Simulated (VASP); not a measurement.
# HPbNO4 (P2_1/m) in VASP: relaxation of cell and atoms with PBE

Aim: the relaxation of cell and atoms of HPbNO4 with PBE.

All numbers are computed with VASP 6.6.1; they aren't measurements. Logs are shortened: lines on timing, memory, paths and dates and some standing lists are left out, and cuts for length are marked.

### 1 Starting point

Symmetry: P2_1/m, No. 11, monoclinic system. The conventional cell has a = 6.859 Å, b = 4.229 Å, c = 8.026 Å, α = 90.00°, β = 114.99°, γ = 90.00°. Around H (site symmetry m) lie 1 O at 0.99 Å. Pb (site symmetry m) has 5 O at 2.47 to 2.74 Å as nearest neighbours. N (site symmetry m) is surrounded by 3 O at 1.24 to 1.28 Å. O (site symmetry m) is surrounded by 1 H at 0.99 Å. O (site symmetry m) has 1 N at 1.24 Å as nearest neighbours. O (site symmetry m) has 1 N at 1.27 Å as nearest neighbours. O (site symmetry m) has 1 N at 1.28 Å as nearest neighbours.

The cell was built by a generator and needn't be a form met in nature.

### 2 Relaxation of cell and atoms, PBE

INCAR

```
SYSTEM = HPbNO4
ALGO = Normal
EDIFF = 1E-6
EDIFFG = -0.02
ENCUT = 600
GGA = PE
IBRION = 2
ISIF = 3
ISMEAR = -1
KPAR = 4
LASPH = .TRUE.
LCHARG = .FALSE.
LREAL = .FALSE.
LWAVE = .FALSE.
NELM = 80
NSW = 60
PREC = Accurate
SIGMA = 0.05
```

KPOINTS

```
k-points
0
G
  5 6 4
  0 0 0
```

POSCAR

```
HPbNO4
1.0
    6.8587700000      0.0000000000      0.0000000000
    0.0000000000      4.2286500000      0.0000000000
   -3.3910100000      0.0000000000      7.2745900000
H Pb N O
2 2 2 8
Direct
    0.2254900000      0.7500000000      0.5073000000
    0.7745100000      0.2500000000      0.4927000000
    0.3022900000      0.2500000000      0.2849400000
    0.6977100000      0.7500000000      0.7150600000
    0.2148400000      0.7500000000      0.8356700000
    0.7851600000      0.2500000000      0.1643300000
    0.3307800000      0.7500000000      0.4533800000
    0.4090900000      0.7500000000      0.8690100000
    0.1550800000      0.7500000000      0.9653700000
    0.0708300000      0.7500000000      0.6695500000
    0.6692200000      0.2500000000      0.5466100000
    0.5909100000      0.2500000000      0.1309900000
    0.8449200000      0.2500000000      0.0346300000
    0.9291700000      0.2500000000      0.3304500000
```

Potentials or basis: VASP PAW PBE potentials, release 64 (H, Pb_d, N, O).

Launch:

```sh
cat potpaw_PBE.64/H/POTCAR potpaw_PBE.64/Pb_d/POTCAR potpaw_PBE.64/N/POTCAR potpaw_PBE.64/O/POTCAR > POTCAR
mpirun -np 4 vasp_std > vasp.out
```

OUTCAR:

```text
SYSTEM = HPbNO4
   EDIFF = 1E-6
   EDIFFG = -0.02
   ENCUT = 600
   GGA = PE
   IBRION = 2
   ISIF = 3
   ISMEAR = -1
   LASPH = .TRUE.
   LREAL = .FALSE.
   NELM = 80
   NSW = 60
   PREC = Accurate

 ion  position               nearest neighbor table
   1  0.225  0.750  0.507-   7 0.99
   2  0.775  0.250  0.493-  11 0.99
   3  0.302  0.250  0.285-   7 2.47   7 2.47  11 2.51  14 2.73  12 2.74  13 2.92   4 3.98   4 3.98

   4  0.698  0.750  0.715-  11 2.47  11 2.47   7 2.51  10 2.73   8 2.74   9 2.92   3 3.98   3 3.98

   5  0.215  0.750  0.836-   8 1.24   9 1.27  10 1.28
   6  0.785  0.250  0.164-  12 1.24  13 1.27  14 1.28
   7  0.331  0.750  0.453-   1 0.99   3 2.47   3 2.47   4 2.51
   8  0.409  0.750  0.869-   5 1.24   4 2.74
   9  0.155  0.750  0.965-   5 1.27   4 2.92
  10  0.071  0.750  0.670-   5 1.28   4 2.73
  11  0.669  0.250  0.547-   2 0.99   4 2.47   4 2.47   3 2.51
  12  0.591  0.250  0.131-   6 1.24   3 2.74
  13  0.845  0.250  0.035-   6 1.27   3 2.92
  14  0.929  0.250  0.330-   6 1.28   3 2.73

  LATTYP: Found a simple monoclinic cell.
 ALAT       =     6.8587700000
 B/A-ratio  =     0.6165318271
 C/A-ratio  =     1.1701982117
 COS(beta)  =    -0.4224967775

  Lattice vectors:

 A1 = (   6.8587700000,   0.0000000000,   0.0000000000)
 A2 = (   0.0000000000,   4.2286500000,   0.0000000000)
 A3 = (  -3.3910100000,   0.0000000000,   7.2745900000)

Analysis of symmetry for initial positions (statically):
=====================================================================
 Subroutine PRICEL returns:
 Original cell was already a primitive cell.

 Routine SETGRP: Setting up the symmetry group for a
 simple monoclinic supercell.

 Subroutine GETGRP returns: Found  2 space group operations
 (whereof  1 operations were pure point group operations)
 out of a pool of  4 trial point group operations.

The static configuration has the point symmetry C_1 .
 The point group associated with its full space group is C_1h.

Analysis of symmetry for dynamics (positions and initial velocities):
=====================================================================
 Subroutine PRICEL returns:
 Original cell was already a primitive cell.

 Routine SETGRP: Setting up the symmetry group for a
 simple monoclinic supercell.

 Subroutine GETGRP returns: Found  2 space group operations
 (whereof  1 operations were pure point group operations)
 out of a pool of  4 trial point group operations.

The dynamic configuration has the point symmetry C_1 .
 The point group associated with its full space group is C_1h.

 Subroutine INISYM returns: Found  2 space group operations
 (whereof  1 operations are pure point group operations),
 and found     1 'primitive' translations

----------------------------------------------------------------------------------------

                                     Primitive cell

  volume of cell :     210.9874

  direct lattice vectors                    reciprocal lattice vectors
     6.858770000  0.000000000  0.000000000     0.145798737  0.000000000  0.067963277
     0.000000000  4.228650000  0.000000000     0.000000000  0.236482092  0.000000000
    -3.391010000  0.000000000  7.274590000     0.000000000  0.000000000  0.137464792

  length of vectors
     6.858770000  4.228650000  8.026120388     0.160861054  0.236482092  0.137464792

  position of ions in fractional coordinates (direct lattice)
     0.225490000  0.750000000  0.507300000
     0.774510000  0.250000000  0.492700000
     0.302290000  0.250000000  0.284940000
     0.697710000  0.750000000  0.715060000
     0.214840000  0.750000000  0.835670000
     0.785160000  0.250000000  0.164330000
     0.330780000  0.750000000  0.453380000
     0.409090000  0.750000000  0.869010000
     0.155080000  0.750000000  0.965370000
     0.070830000  0.750000000  0.669550000
     0.669220000  0.250000000  0.546610000
     0.590910000  0.250000000  0.130990000
     0.844920000  0.250000000  0.034630000
     0.929170000  0.250000000  0.330450000

  ion indices of the primitive-cell ions
   primitive index   ion index
                 1           1
                 2           2
                 3           3
                 4           4
                 5           5
                 6           6
                 7           7
                 8           8
                 9           9
                10          10
                11          11
                12          12
                13          13
                14          14

----------------------------------------------------------------------------------------

 KPOINTS: k-points

Automatic generation of k-mesh.
 Grid dimensions read from file:
 generate k-points for:    5    6    4

 Generating k-lattice:

  Cartesian coordinates                     Fractional coordinates (reciprocal lattice)
     0.029159747  0.000000000  0.013592655     0.200000000  0.000000000  0.000000000
     0.000000000  0.039413682  0.000000000     0.000000000  0.166666667  0.000000000
     0.000000000  0.000000000  0.034366198     0.000000000  0.000000000  0.250000000

  Length of vectors
     0.032172211  0.039413682  0.034366198

  Shift w.r.t. Gamma in fractional coordinates (k-lattice)
     0.000000000  0.000000000  0.000000000

 Subroutine IBZKPT returns following result:
 ===========================================

 Found     44 irreducible k-points:

 Following reciprocal coordinates:
            Coordinates               Weight
  0.000000  0.000000  0.000000      1.000000
  0.200000  0.000000 -0.000000      2.000000
  0.400000  0.000000  0.000000      2.000000
  0.000000  0.166667  0.000000      2.000000
  0.200000  0.166667 -0.000000      4.000000
  0.400000  0.166667  0.000000      4.000000
[... 16 lines left out ...]
  0.000000  0.333333  0.250000      4.000000
  0.200000  0.333333  0.250000      4.000000
 [... further k-points ...]
   k-points           NKPTS =     44   k-points in BZ     NKDIM =     44   number of bands    NBANDS=     52
   number of dos      NEDOS =    301   number of ions     NIONS =     14
   total plane-waves  NPLWV = 129024
   dimension x,y,z NGX =    56 NGY =   36 NGZ =   64
   dimension x,y,z NGXF=   112 NGYF=   72 NGZF=  128
   ions per type =               2   2   2   8
   NGX,Y,Z   is equivalent  to a cutoff of  13.57, 14.15, 13.26 a.u.
   NGXF,Y,Z  is equivalent  to a cutoff of  27.15, 28.31, 26.51 a.u.
 SYSTEM =  HPbNO4
   PREC   = accura    normal or accurate (medium, high low for compatibility)
   ISTART =      0    job   : 0-new  1-cont  2-samecut
   ICHARG =      2    charge: 1-file 2-atom 10-const
   ISPIN  =      1    spin polarized calculation?
   LNONCOLLINEAR =      F non collinear calculations
   LSORBIT =      F    spin-orbit coupling
   LASPH  =      T    aspherical Exc in radial PAW
   ENCUT  =  600.0 eV  44.10 Ry    6.64 a.u.  13.70  8.45 16.03*2*pi/ulx,y,z
   NELM   =     80;   NELMIN=  2; NELMDL= -5     # of ELM steps
   EDIFF  = 0.1E-05   stopping-criterion for ELM
   LREAL  =      F    real-space projection
   EDIFFG = -.2E-01   stopping-criterion for IOM
   NSW    =     60    number of steps for IOM
   IBRION =      2    ionic relax: 0-MD 1-quasi-New 2-CG
   NFREE  =      1    steps in history (QN), initial steepest desc. (CG)
   ISIF   =      3    stress and relaxation
   ISYM   =      2    0-nonsym 1-usesym 2-fastsym
   POTIM  = 0.5000    time-step for ionic-motion
   TEBEG  =    0.0;   TEEND  =   0.0 temperature during run
   PSTRESS=    0.0 pullay stress
   NELECT =      88.0000    total number of electrons
   NUPDOWN=      -1.0000    fix difference up-down
   EMIN   =  10.00;   EMAX   =-10.00  energy-range for DOS
   EFERMI =   0.00;   METHOD = LEGACY
   ISMEAR =    -1;   SIGMA  =   0.05  broadening in eV -4-tet -1-fermi 0-gaus
   EFERMI_NEDOS =   21; number of points for ismear=-14 and -15
   IALGO  =     38    algorithm
   IMIX   =      4    mixing-type and parameters
     AMIX     =   0.40;   BMIX     =  1.00
     AMIX_MAG =   1.60;   BMIX_MAG =  1.00
  volume/ion in A,a.u.               =      15.07       101.70
  Fermi-wavevector in a.u.,A,eV,Ry     =   1.223161  2.311439 20.355980  1.496122
  Thomas-Fermi vector in A             =   2.358282
   LORBIT       =      0    0 simple, 1 ext, 2 COOP (PROOUT), +10 PAW based schemes
   GGA     = PE    functional components
   LHFCALC =     F    Hartree Fock is set to
   AEXX    =    0.0000 exact exchange contribution
   IVDW    =     0    specifies the selected vdW correction
   LEPSILON=     F    determine dielectric tensor
   LRPA    =     F    only Hartree local field effects (RPA)
 conjugate gradient relaxation of ions
 non-spin polarized calculation
  energy-cutoff  :      600.00
  volume of cell :      210.99
 maximum number of plane-waves:      7090
   NGX = 27   NGY = 17   NGZ = 33

--------------------------------------- Ionic step        1  -------------------------------------------

 number of electron      88.0000002 magnetization

 Free energy of the ion-electron system (eV)
  ---------------------------------------------------
  ext. energy  EPLUGINS =         0.00000000
  ---------------------------------------------------
  free energy    TOTEN  =       -81.14223673 eV

  energy without entropy =      -81.14223673  energy(sigma->0) =      -81.14223673

------------------------ aborting loop because EDIFF is reached ----------------------------------------

  FORCE on cell =-STRESS in cart. coord.  units (eV):
  Direction    XX          YY          ZZ          XY          YZ          ZX
  --------------------------------------------------------------------------------------
  -------------------------------------------------------------------------------------
  Total        1.2345591     -0.3353604      0.8563521      0.0000000      0.0000000     -0.0271464
  in kB        9.3748855     -2.5466301      6.5028909      0.0000000      0.0000000     -0.2061416
  external PRESSURE =       4.4437154 kB  Pullay stress =       0.0000000 kB
[... 125 lines left out ...]
  FREE ENERGIE OF THE ION-ELECTRON SYSTEM (eV)
  ---------------------------------------------------
  free  energy   TOTEN  =       -81.1481597305 eV

  energy  without entropy=      -81.1481597305  energy(sigma->0) =      -81.14815973

[... ionic steps 4 to 14 ...]

--------------------------------------- Ionic step       15  -------------------------------------------

 number of electron      88.0000007 magnetization

------------------------ aborting loop because EDIFF is reached ----------------------------------------

  FORCE on cell =-STRESS in cart. coord.  units (eV):
  Direction    XX          YY          ZZ          XY          YZ          ZX
  --------------------------------------------------------------------------------------
  -------------------------------------------------------------------------------------
  Total        0.1509564     -0.0387925     -0.0970465      0.0000000      0.0000000     -0.0193261
  in kB        1.1583562     -0.2976722     -0.7446816      0.0000000      0.0000000     -0.1482975
  external PRESSURE =       0.0386675 kB  Pullay stress =       0.0000000 kB
[... 81 lines left out ...]
  energy  without entropy=      -81.1512504838  energy(sigma->0) =      -81.15125048

--------------------------------------- Ionic step       17  -------------------------------------------

 number of electron      88.0000007 magnetization

 Free energy of the ion-electron system (eV)
  ---------------------------------------------------
  ext. energy  EPLUGINS =         0.00000000
  ---------------------------------------------------
  free energy    TOTEN  =       -81.15132982 eV

  energy without entropy =      -81.15132982  energy(sigma->0) =      -81.15132982

 E-fermi :   1.7431     XC(G=0):  -8.4474

 val. band max:        0.5686952944   @ k =   0.4000   0.0000   0.5000
 cond. band min:       3.5481106517   @ k =   0.0000   0.3333   0.5000
 fundamental gap:      2.9794153573
 Fermi energy:         1.7430550927

 k-point     1 :       0.0000    0.0000    0.0000
  band No.  band energies     occupation
      1     -24.9731      2.00000
      2     -24.9322      2.00000
      3     -19.7013      2.00000
      4     -19.6121      2.00000
      5     -19.3549      2.00000
      6     -19.2952      2.00000
[... 1309 lines left out ...]
     51       6.8663      0.00000
     52       7.0697      0.00000

 [... further k-points ...]

------------------------ aborting loop because EDIFF is reached ----------------------------------------

  FORCE on cell =-STRESS in cart. coord.  units (eV):
  Direction    XX          YY          ZZ          XY          YZ          ZX
  --------------------------------------------------------------------------------------
  -------------------------------------------------------------------------------------
  Total        0.0665356     -0.0454167     -0.0088669      0.0000000      0.0000000     -0.0237646
  in kB        0.5108424     -0.3486974     -0.0680778      0.0000000      0.0000000     -0.1824583
  external PRESSURE =       0.0313557 kB  Pullay stress =       0.0000000 kB
[... 29 lines left out ...]
  FREE ENERGIE OF THE ION-ELECTRON SYSTEM (eV)
  ---------------------------------------------------
  free  energy   TOTEN  =       -81.1513298165 eV

  energy  without entropy=      -81.1513298165  energy(sigma->0) =      -81.15132982

 reached required accuracy - stopping structural energy minimisation
```

It took 23 min on 4 MPI ranks of Intel Xeon Platinum 8375C at 2.90GHz (Ice Lake), shared host; peak memory 0.72 GiB.

What came out:

* Free energy: -81.1513 eV
* Relaxed volume: 14.91 Å³/atom
* Relaxed cell: a = 6.844 Å, b = 4.212 Å, c = 7.990 Å, α = 90.00°, β = 115.05°, γ = 90.00°
* Space group after relaxing (to 0.05 Å): P2_1/m (No. 11)
* Energy gained by relaxing: 0.6 meV/atom
* Ionic steps: 17
* Pressure after relaxing: 0.0 GPa
* Largest force after relaxing: 0.019 eV/Å
* Band gap on the k mesh: 2.98 eV, indirect (least direct gap 3.18 eV)

Forces on the atoms (eV/Å):
```
H    0.004  0.000 -0.004
H   -0.003  0.000  0.004
Pb   0.001  0.000  0.019
Pb  -0.001  0.000 -0.019
N   -0.007  0.000  0.001
N    0.007  0.000 -0.001
O   -0.010  0.000  0.000
O   -0.003  0.000  0.013
O    0.013  0.000  0.013
O    0.009  0.000 -0.008
O    0.010  0.000  0.000
O    0.003  0.000 -0.013
O   -0.013  0.000 -0.013
O   -0.009  0.000  0.008
```

Step by step:
| step | energy change (eV) | largest force (eV/Å) | pressure (GPa) | volume (Å³) |
| --- | --- | --- | --- | --- |
| 1 | 0.0000 | 0.4547 | 0.44 | 210.99 |
| 2 | 0.0600 | 1.3875 | -2.60 | 212.26 |
| 3 | -0.0059 | 0.0895 | -0.29 | 211.27 |
| 4 | -0.0059 | 0.2573 | -0.25 | 210.65 |
| 5 | -0.0066 | 0.0810 | -0.27 | 210.97 |
| 6 | -0.0077 | 0.0640 | -0.12 | 210.26 |
| 7 | -0.0081 | 0.0817 | 0.04 | 209.47 |
| 8 | -0.0081 | 0.1223 | -0.03 | 209.08 |
| 9 | -0.0083 | 0.0456 | 0.01 | 209.27 |
| 10 | -0.0085 | 0.0305 | 0.00 | 209.18 |
| 11 | -0.0086 | 0.0604 | -0.01 | 209.03 |
| 12 | -0.0087 | 0.0485 | -0.01 | 208.99 |
| 13 | -0.0089 | 0.0444 | 0.00 | 208.85 |
| 14 | -0.0089 | 0.0548 | -0.01 | 208.83 |
| 15 | -0.0089 | 0.0367 | 0.00 | 208.79 |
| 16 | -0.0090 | 0.0380 | 0.02 | 208.71 |
| 17 | -0.0091 | 0.0190 | 0.00 | 208.68 |

Final structure:
```
H Pb N O
1.0
     6.84438    0.00000    0.00077
     0.00000    4.21218    0.00000
    -3.38308    0.00000    7.23793
H Pb N O
2 2 2 8
Direct
  0.22411 0.75000 0.50765
  0.77589 0.25000 0.49235
  0.30240 0.25000 0.28376
  0.69760 0.75000 0.71624
  0.21525 0.75000 0.83573
  0.78475 0.25000 0.16427
  0.33022 0.75000 0.45375
  0.41096 0.75000 0.86949
  0.15519 0.75000 0.96660
  0.07020 0.75000 0.66822
  0.66978 0.25000 0.54625
  0.58904 0.25000 0.13051
  0.84481 0.25000 0.03340
  0.92980 0.25000 0.33178
```

Caveat: the standard files for N, O and F lose accuracy on very short bonds; spin-orbit coupling is left out, which as a rule narrows the gap of such compounds by several tenths of an eV; an odd mesh through Γ misses points on the zone boundary, where band edges often lie.
